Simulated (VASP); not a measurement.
OSZICAR of a VASP run on WSi2 (MoSi2 type):

**OSZICAR**
```
       N       E                     dE             d eps       ncg     rms          rms(c)
DAV:   1     0.107150446827E+03    0.10715E+03   -0.96923E+03  8664   0.123E+03
DAV:   2    -0.248645042471E+02   -0.13201E+03   -0.13074E+03 10124   0.321E+02
DAV:   3    -0.281833933047E+02   -0.33189E+01   -0.32953E+01 11468   0.466E+01
DAV:   4    -0.282059948808E+02   -0.22602E-01   -0.22610E-01 10026   0.447E+00
DAV:   5    -0.282062940812E+02   -0.29920E-03   -0.29908E-03 11629   0.494E-01    0.266E+01
DAV:   6    -0.274759799538E+02    0.73031E+00   -0.39318E+00 10397   0.149E+01    0.946E+00
DAV:   7    -0.273797711680E+02    0.96209E-01   -0.27049E-01  9823   0.315E+00    0.461E+00
DAV:   8    -0.273556082339E+02    0.24163E-01   -0.45885E-02 11300   0.178E+00    0.279E-01
DAV:   9    -0.273550172272E+02    0.59101E-03   -0.11763E-03 10271   0.287E-01    0.160E-01
DAV:  10    -0.273548719784E+02    0.14525E-03   -0.30316E-04 10761   0.179E-01    0.366E-02
DAV:  11    -0.273548669943E+02    0.49841E-05   -0.32991E-05 10999   0.470E-02    0.165E-02
DAV:  12    -0.273548683941E+02   -0.13998E-05   -0.14683E-06 10612   0.830E-03    0.426E-03
DAV:  13    -0.273548677120E+02    0.68215E-06   -0.47893E-07 10173   0.685E-03    0.710E-04
DAV:  14    -0.273548676625E+02    0.49499E-07   -0.12278E-08  5111   0.118E-03
   1 F= -.27354868E+02 E0= -.27354868E+02  d E =0.000000E+00
```

Question: Which electronic solver shows in the log?

Answer: It is blocked Davidson (ALGO = Normal, or the opening steps of other solvers). The INCAR had ALGO = Normal.

Question: Can the final energy be trusted as converged?

Answer: The calculation finished and met its thresholds. It stopped with EDIFF = 1E-7, NELM = 100 (LDA (Ceperley-Alder, Perdew-Zunger), plane waves, VASP's LDA PAW potentials (set 64)).

The compound is WSi2 in the MoSi2 type structure. It was relaxed first.
